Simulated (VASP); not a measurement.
Method: PBE GGA, VASP's PBE PAW potentials (set 64) (plane waves; VASP 6.6.1).

The input files of a VASP run:

**POSCAR**
```
WS2
1
    1.5566250710    -2.6961536397    -0.0000000000
    1.5566250710     2.6961536397     0.0000000000
   -0.0000000000     0.0000000000    11.6095387331
W S
2 4
Direct
  0.3333330000   0.6666670000   0.2500000000
  0.6666670000   0.3333330000   0.7500000000
  0.3333330000   0.6666670000   0.8859432489
  0.6666670000   0.3333330000   0.3859432489
  0.6666670000   0.3333330000   0.1140567511
  0.3333330000   0.6666670000   0.6140567511
```

INCAR:
```
PSTRESS  =  100   # kbar
LCHARG  =  .FALSE.
PREC  =  Accurate
EDIFF  =  1E-6
GGA  =  PE
ENCUT  =  500   # plane-wave cut-off (eV)
LWAVE  =  .FALSE.
ALGO  =  Normal   # blocked Davidson
LMAXMIX  =  6
NSW  =  40   # most ionic steps
LASPH  =  .TRUE.   # aspherical one-centre terms
EDIFFG  =  -0.02
ISIF  =  3   # ions, shape and volume
ISMEAR  =  0
SYSTEM  =  WS2
NELM  =  100
IBRION  =  2   # conjugate gradients
LREAL  =  .FALSE.
SIGMA  =  0.05   # width (eV)
```

KPOINTS:
```
Automatic mesh
0
Gamma
8 8 2
0 0 0
```

POTCAR, in this order: W_sv S (PBE.64 set). Program: vasp_std.

Output of the run:

**OUTCAR**
```
 ion  position               nearest neighbor table
   1  0.333  0.667  0.250-   4 2.39   5 2.39   4 2.39   5 2.39   4 2.39   5 2.39
   2  0.667  0.333  0.750-   3 2.39   6 2.39   3 2.39   6 2.39   3 2.39   6 2.39
   3  0.333  0.667  0.886-   2 2.39   2 2.39   2 2.39
   4  0.667  0.333  0.386-   1 2.39   1 2.39   1 2.39
   5  0.667  0.333  0.114-   1 2.39   1 2.39   1 2.39
   6  0.333  0.667  0.614-   2 2.39   2 2.39   2 2.39
  LATTYP: Found a hexagonal cell.
 ALAT       =     3.1132500800
 C/A-ratio  =     3.7290736159
 Subroutine PRICEL returns:
 Original cell was already a primitive cell.
 Subroutine GETGRP returns: Found 24 space group operations
The static configuration has the point symmetry D_3d.
 The point group associated with its full space group is D_6h.
The dynamic configuration has the point symmetry D_3d.
 Subroutine INISYM returns: Found 24 space group operations
 Subroutine IBZKPT returns following result:
 Found     20 irreducible k-points:

 Following reciprocal coordinates:
            Coordinates               Weight
  0.000000  0.000000  0.000000      1.000000
  0.125000 -0.000000  0.000000      6.000000
  0.250000 -0.000000  0.000000      6.000000
  0.375000 -0.000000  0.000000      6.000000
  0.500000 -0.000000  0.000000      3.000000
  0.125000  0.125000  0.000000      6.000000
  0.250000  0.125000  0.000000     12.000000
  0.375000  0.125000  0.000000     12.000000
  0.250000  0.250000  0.000000      6.000000
  0.375000  0.250000  0.000000      6.000000
  0.000000  0.000000  0.500000      1.000000
  0.125000 -0.000000  0.500000      6.000000
  0.250000 -0.000000  0.500000      6.000000
  0.375000 -0.000000  0.500000      6.000000
  0.500000 -0.000000  0.500000      3.000000
  0.125000  0.125000  0.500000      6.000000
  0.250000  0.125000  0.500000     12.000000
  0.375000  0.125000  0.500000     12.000000
  0.250000  0.250000  0.500000      6.000000
  0.375000  0.250000  0.500000      6.000000
   k-points           NKPTS =     20   k-points in BZ     NKDIM =     20   number of bands    NBANDS=     31
   number of dos      NEDOS =    301   number of ions     NIONS =      6
   total plane-waves  NPLWV =  51840
   dimension x,y,z NGX =    24 NGY =   24 NGZ =   90
   dimension x,y,z NGXF=    48 NGYF=   48 NGZF=  180
   ions per type =               2   4
   PREC   = accura    normal or accurate (medium, high low for compatibility)
   ISTART =      0    job   : 0-new  1-cont  2-samecut
   ICHARG =      2    charge: 1-file 2-atom 10-const
   ISPIN  =      1    spin polarized calculation?
   LNONCOLLINEAR =      F non collinear calculations
   LSORBIT =      F    spin-orbit coupling
   INIWAV =      1    electr: 0-lowe 1-rand  2-diag
   ENCUT  =  500.0 eV  36.75 Ry    6.06 a.u.   5.68  5.68 21.17*2*pi/ulx,y,z
   NELM   =    100;   NELMIN=  2; NELMDL= -5     # of ELM steps
   EDIFF  = 0.1E-05   stopping-criterion for ELM
   LREAL  =      F    real-space projection
   NLSPLINE    = F    spline interpolate recip. space projectors
   LMAXMIX     =    6 max onsite mixed and CHGCAR
   VOSKOWN=      0    Vosko Wilk Nusair interpolation
   EDIFFG = -.2E-01   stopping-criterion for IOM
   NSW    =     40    number of steps for IOM
   NBLOCK =      1;   KBLOCK =     40    inner block; outer block
   IBRION =      2    ionic relax: 0-MD 1-quasi-New 2-CG
   NFREE  =      1    steps in history (QN), initial steepest desc. (CG)
   ISIF   =      3    stress and relaxation
   ISYM   =      2    0-nonsym 1-usesym 2-fastsym
   TEIN   =    0.0    initial temperature
   TEBEG  =    0.0;   TEEND  =   0.0 temperature during run
   SMASS  =  -3.00    Nose mass-parameter (am)
   PSTRESS=  100.0 pullay stress
   NELECT =      52.0000    total number of electrons
   EFERMI =   0.00;   METHOD = LEGACY
...
```

### OSZICAR
```
       N       E                     dE             d eps       ncg     rms          rms(c)
DAV:   1     0.516812706571E+03    0.51681E+03   -0.28629E+04  1328   0.166E+03
DAV:   2    -0.128747433469E+02   -0.52969E+03   -0.51746E+03  1439   0.450E+02
DAV:   3    -0.484522201123E+02   -0.35577E+02   -0.34672E+02  1568   0.104E+02
DAV:   4    -0.493928134484E+02   -0.94059E+00   -0.93760E+00  1545   0.169E+01
DAV:   5    -0.494123677955E+02   -0.19554E-01   -0.19549E-01  1515   0.261E+00    0.405E+01
DAV:   6    -0.472221400153E+02    0.21902E+01   -0.12498E+01  1451   0.209E+01    0.182E+01
DAV:   7    -0.470086812485E+02    0.21346E+00   -0.38695E+00  1446   0.905E+00    0.654E+00
DAV:   8    -0.468782873620E+02    0.13039E+00   -0.68568E-01  1552   0.487E+00    0.235E+00
DAV:   9    -0.468814220003E+02   -0.31346E-02   -0.68511E-02  1582   0.134E+00    0.116E+00
DAV:  10    -0.468783361861E+02    0.30858E-02   -0.34817E-02  1529   0.115E+00    0.300E-01
DAV:  11    -0.468781323997E+02    0.20379E-03   -0.39985E-03  1513   0.389E-01    0.126E-01
DAV:  12    -0.468780919325E+02    0.40467E-04   -0.18960E-04  1538   0.942E-02    0.469E-02
DAV:  13    -0.468781097362E+02   -0.17804E-04   -0.12373E-04  1533   0.594E-02    0.289E-02
DAV:  14    -0.468781048622E+02    0.48740E-05   -0.19139E-05  1572   0.278E-02    0.139E-02
DAV:  15    -0.468781049796E+02   -0.11742E-06   -0.17926E-06  1045   0.754E-03
   1 F= -.40795872E+02 E0= -.40795872E+02  d E =-.407959E+02
```

**OUTCAR**
```
------------------------ aborting loop because EDIFF is reached ----------------------------------------
  FORCE on cell =-STRESS in cart. coord.  units (eV):
  Direction    XX          YY          ZZ          XY          YZ          ZX
  --------------------------------------------------------------------------------------
  Total        6.0853311      6.0853308      6.1783108     -0.0000000      0.0000000     -0.0000000
  in kB      100.0509411    100.0509357    101.5796501     -0.0000000      0.0000000     -0.0000000
  external PRESSURE =       0.5605090 kB  Pullay stress =     100.0000000 kB
  volume of cell :       97.45
      direct lattice vectors                 reciprocal lattice vectors
     1.556625071 -2.696153640  0.000000000     0.321207726 -0.185449372  0.000000000
     1.556625071  2.696153640  0.000000000     0.321207726  0.185449372  0.000000000
     0.000000000  0.000000000 11.609538733     0.000000000  0.000000000  0.086136066
 POSITION                                       TOTAL-FORCE (eV/Angst)
 -----------------------------------------------------------------------------------
      1.55663      0.89872      2.90238         0.000000     -0.000000      0.000000
      1.55663     -0.89872      8.70715        -0.000000      0.000000      0.000000
      1.55663      0.89872     10.28539         0.000000      0.000000      0.004142
      1.55663     -0.89872      4.48062        -0.000000     -0.000000      0.004142
      1.55663     -0.89872      1.32415        -0.000000     -0.000000     -0.004142
      1.55663      0.89872      7.12892         0.000000      0.000000     -0.004142
 -----------------------------------------------------------------------------------
    total drift:                                0.000000      0.001104     -0.000033
  FREE ENERGIE OF THE ION-ELECTRON SYSTEM (eV)
  ---------------------------------------------------
  free  energy   TOTEN  =       -46.8781049796 eV

  energy  without entropy=      -46.8781049796  energy(sigma->0) =      -46.87810498
  enthalpy is  TOTEN    =       -40.7958722243 eV   P V=        6.0822327553

 reached required accuracy - stopping structural energy minimisation
```
(Selected blocks of OUTCAR.)

Without a dispersion term in the relaxation, distances and binding between the weakly bound layers, chains or molecules are unreliable, and so is what depends on them.

The compound is WS2 in the 2H layered structure. It was relaxed first under an external pressure of 10 GPa.
